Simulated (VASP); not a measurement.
**Si63B (a cell with a defect): relaxation of the atoms with PBE**

Crystal: Si63B (a cell with a defect).

```
B Si
1.0
    10.93800    0.00000    0.00000
     0.00000   10.93800    0.00000
     0.00000    0.00000   10.93800
B Si
1 63
Direct
  0.00000 0.00000 0.00000
  0.00000 0.25000 0.25000
  0.25000 0.00000 0.25000
  0.25000 0.25000 0.00000
  0.12500 0.12500 0.12500
  0.12500 0.37500 0.37500
  0.37500 0.12500 0.37500
  0.37500 0.37500 0.12500
  0.00000 0.00000 0.50000
  0.00000 0.25000 0.75000
  0.25000 0.00000 0.75000
  0.25000 0.25000 0.50000
  0.12500 0.12500 0.62500
  0.12500 0.37500 0.87500
  0.37500 0.12500 0.87500
  0.37500 0.37500 0.62500
  0.00000 0.50000 0.00000
  0.00000 0.75000 0.25000
  0.25000 0.50000 0.25000
  0.25000 0.75000 0.00000
  0.12500 0.62500 0.12500
  0.12500 0.87500 0.37500
  0.37500 0.62500 0.37500
  0.37500 0.87500 0.12500
  0.00000 0.50000 0.50000
  0.00000 0.75000 0.75000
  0.25000 0.50000 0.75000
  0.25000 0.75000 0.50000
  0.12500 0.62500 0.62500
  0.12500 0.87500 0.87500
  0.37500 0.62500 0.87500
  0.37500 0.87500 0.62500
  0.50000 0.00000 0.00000
  0.50000 0.25000 0.25000
  0.75000 0.00000 0.25000
  0.75000 0.25000 0.00000
  0.62500 0.12500 0.12500
  0.62500 0.37500 0.37500
  0.87500 0.12500 0.37500
  0.87500 0.37500 0.12500
  0.50000 0.00000 0.50000
  0.50000 0.25000 0.75000
  0.75000 0.00000 0.75000
  0.75000 0.25000 0.50000
  0.62500 0.12500 0.62500
  0.62500 0.37500 0.87500
  0.87500 0.12500 0.87500
  0.87500 0.37500 0.62500
  0.50000 0.50000 0.00000
  0.50000 0.75000 0.25000
  0.75000 0.50000 0.25000
  0.75000 0.75000 0.00000
  0.62500 0.62500 0.12500
  0.62500 0.87500 0.37500
  0.87500 0.62500 0.37500
  0.87500 0.87500 0.12500
  0.50000 0.50000 0.50000
  0.50000 0.75000 0.75000
  0.75000 0.50000 0.75000
  0.75000 0.75000 0.50000
  0.62500 0.62500 0.62500
  0.62500 0.87500 0.87500
  0.87500 0.62500 0.87500
  0.87500 0.87500 0.62500
```

The cell was built by a generator and needn't be a form met in nature.

```json
{"Program": "VASP 6.6.1", "Task": "relaxation of the atoms", "Functional": "PBE", "Potentials or basis": "VASP PAW PBE potentials, release 64 (B, Si)", "Cutoff": "450 eV", "k mesh": "2 × 2 × 2", "Occupations": "gaussian, width 0.02 eV", "Spin": "no spin polarisation", "Charge": "-1", "Further INCAR settings": "ALGO = Normal; EDIFF = 1e-06; IBRION = 2; EDIFFG = -0.005; NSW = 60; NELECT = 256"}
```

```json
{
  "Energy gained by relaxing": "21.0 meV/atom",
  "Ionic steps": "14",
  "Band gap on the k mesh": "0.62 eV, indirect (least direct gap 0.69 eV)"
}
```

Step by step:
```csv
step,energy change (eV),largest force (eV/Å),pressure (GPa)
1,0.0000,2.1202,0.37
2,-0.7344,1.3317,0.18
3,-1.0930,0.5932,0.02
4,-1.2779,0.2201,-0.04
5,-1.2882,0.2712,-0.04
6,-1.3394,0.0770,-0.06
7,-1.3407,0.0653,-0.06
8,-1.3457,0.0254,-0.06
9,-1.3462,0.0464,-0.06
10,-1.3469,0.0150,-0.06
11,-1.3470,0.0123,-0.06
12,-1.3471,0.0068,-0.06
13,-1.3471,0.0062,-0.06
14,-1.3472,0.0020,-0.06
```

Final structure:
```xyz
64
Lattice="10.9380 0.0000 0.0000 0.0000 10.9380 0.0000 0.0000 0.0000 10.9380" Properties=species:S:1:pos:R:3 pbc="T T T"
B     0.0000    0.0000    0.0000
Si    0.0155    2.6848    2.6848
Si    2.6848    0.0155    2.6848
Si    2.6848    2.6848    0.0155
Si    1.2114    1.2114    1.2114
Si    1.3609    4.0812    4.0812
Si    4.0812    1.3609    4.0812
Si    4.0812    4.0812    1.3609
Si    0.0000    0.0000    5.4690
Si   10.9225    2.6848    8.2532
Si    2.6848   10.9225    8.2532
Si    2.7307    2.7307    5.4674
Si    1.3669    1.3669    6.8476
Si    1.3669    4.0904    9.5711
Si    4.0904    1.3669    9.5711
Si    4.1007    4.1007    6.8373
Si    0.0000    5.4690    0.0000
Si   10.9225    8.2532    2.6848
Si    2.7307    5.4674    2.7307
Si    2.6848    8.2532   10.9225
Si    1.3669    6.8476    1.3669
Si    1.3669    9.5711    4.0904
Si    4.1007    6.8373    4.1007
Si    4.0904    9.5711    1.3669
Si    0.0000    5.4690    5.4690
Si    0.0155    8.2532    8.2532
Si    2.7307    5.4706    8.2073
Si    2.7307    8.2073    5.4706
Si    1.3609    6.8568    6.8568
Si    1.2114    9.7266    9.7266
Si    4.0812    6.8568    9.5771
Si    4.0812    9.5771    6.8568
Si    5.4690    0.0000    0.0000
Si    5.4674    2.7307    2.7307
Si    8.2532   10.9225    2.6848
Si    8.2532    2.6848   10.9225
Si    6.8476    1.3669    1.3669
Si    6.8373    4.1007    4.1007
Si    9.5711    1.3669    4.0904
Si    9.5711    4.0904    1.3669
Si    5.4690    0.0000    5.4690
Si    5.4706    2.7307    8.2073
Si    8.2532    0.0155    8.2532
Si    8.2073    2.7307    5.4706
Si    6.8568    1.3609    6.8568
Si    6.8568    4.0812    9.5771
Si    9.7266    1.2114    9.7266
Si    9.5771    4.0812    6.8568
Si    5.4690    5.4690    0.0000
Si    5.4706    8.2073    2.7307
Si    8.2073    5.4706    2.7307
Si    8.2532    8.2532    0.0155
Si    6.8568    6.8568    1.3609
Si    6.8568    9.5771    4.0812
Si    9.5771    6.8568    4.0812
Si    9.7266    9.7266    1.2114
Si    5.4690    5.4690    5.4690
Si    5.4674    8.2073    8.2073
Si    8.2073    5.4674    8.2073
Si    8.2073    8.2073    5.4674
Si    6.8373    6.8373    6.8373
Si    6.8476    9.5711    9.5711
Si    9.5711    6.8476    9.5711
Si    9.5711    9.5711    6.8476
```

Levels at points of the mesh, in eV from the valence-band top:
| k point | band 126 | band 127 | band 128 | band 129 | band 130 | band 131 |
| --- | --- | --- | --- | --- | --- | --- |
| (0.00, 0.00, 0.00) | 0.00 | 0.00 | 0.00 | 0.69 | 0.69 | 0.73 |
| (0.50, 0.00, 0.00) | -0.81 | -0.74 | -0.74 | 0.62 | 0.62 | 1.53 |
| (0.50, 0.50, 0.00) | -0.29 | -0.29 | -0.23 | 1.17 | 1.20 | 1.22 |
| (0.50, 0.50, 0.50) | -0.68 | -0.68 | -0.68 | 1.38 | 1.38 | 1.44 |

It took 35 min on 4 MPI ranks on Intel(R) Xeon(R) 6975P-C (Granite Rapids), with other jobs on the host, peak memory 0.48 GiB a rank.

Caveat: the cell carries a net charge on a neutralising background, which shifts energy and pressure; the cell is charged against a uniform background, so pressure and absolute levels hang on convention. A hybrid or GW would open this gap; PBE tends to underestimate it.
